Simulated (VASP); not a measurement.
```
CELL_PARAMETERS angstrom
      3.22789     0.00000     0.00000
      0.00000     3.22789     0.00000
      0.00000     0.00000     3.22789
ATOMIC_POSITIONS crystal
  Dy 0.00000 0.00000 0.00000
```

These are r2SCAN meta-GGA, VASP's PBE PAW potentials (set 64) (plane waves; VASP) values and carry that method's errors. Numerical set-up: 400 eV cut-off, 13×13×13 Γ-centred mesh, tetrahedra with Blöchl corrections, potentials Dy_3.

The 4f electrons are frozen in the core of the lanthanide potential, so 4f levels, which can set the real gap, and their magnetism are missing.

Q: What does the run give for the energy per atom (σ→0), band gap (over mesh and band path) with the smallest direct gap where there is one?

A: 
band gap (over mesh and band path): none (metal, semimetal or under 0.01 eV)
energy per atom (σ→0): -31.126 eV/atom

The absolute energy has meaning only against runs of the same code, potentials and settings.

The structure was generated: Dy was put into the simple-cubic type (Pm-3m), which need not be its known phase. It was relaxed first.
